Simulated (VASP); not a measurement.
An input for Ansatz (written as the equivalent of a VASP run, and not itself run):

Ansatz 0.2 input:
```yaml
crystal:
  lattice:
    - [1.7500000, -3.0310890, 0.0000000]
    - [1.7500000, 3.0310890, 0.0000000]
    - [0.0000000, 0.0000000, 5.5500000]
  atoms:
    - { symbol: Lu, position: [0.3333330, 0.6666670, 0.2500000] }
    - { symbol: Lu, position: [0.6666670, 0.3333330, 0.7500000] }
kpoints:
  mp_grid: { grid: [11, 11, 6] }
hamiltonian:
  xc: r2scan
  pseudopotentials: { kind: paw }
scf:
  occupations: { method: methfessel_paxton, width: 0.1 }
  max_iter: 100
relax:
  max_steps: 60
  f_tol: 0.01
  cell: {}
output: { forces: true, stress: true, eigenvalues: true }
```

Question: Translate this input to VASP (INCAR, KPOINTS, POSCAR, choice of POTCAR).

Answer: Several could match; the one computed here: 
File POSCAR:
```
Lu
1
    1.7500000000    -3.0310890000     0.0000000000
    1.7500000000     3.0310890000     0.0000000000
    0.0000000000     0.0000000000     5.5500000000
Lu
2
Direct
  0.3333330000   0.6666670000   0.2500000000
  0.6666670000   0.3333330000   0.7500000000
```

**INCAR**
```
METAGGA  =  R2SCAN
SYSTEM  =  Lu
LCHARG  =  F
NSW  =  60
ISIF  =  3   ! ions, shape and volume
LREAL  =  F   ! projection in real space or not
LMIXTAU  =  T
LASPH  =  T   ! aspherical one-centre terms
NELM  =  100   ! most electronic steps
LWAVE  =  F
SIGMA  =  0.1
ISMEAR  =  1   ! Methfessel-Paxton
LMAXMIX  =  6
ENCUT  =  400   ! plane-wave cut-off (eV)
ALGO  =  Normal   ! blocked Davidson
IBRION  =  2
PREC  =  Accurate
EDIFFG  =  -0.01
EDIFF  =  1E-6   ! SCF stop (eV)
```

KPOINTS:
```
Automatic mesh
0
Gamma
11 11 6
0 0 0
```

POTCAR, in this order: Lu_3 (PBE.64 set). Program: vasp_std.

The two are equivalent in intent, not identical: each code has its own PAW files, so the cut-off isn't converted (ENCUT is set for VASP's; basis.ecutwfc is left out, and Ansatz then takes the one that its files recommend); Ansatz stops its SCF on the density residual and VASP on the energy change (EDIFF).

The compound is Lu in the hcp structure. This run relaxes it. Symmetry was kept, so distortions that lower it aren't found.
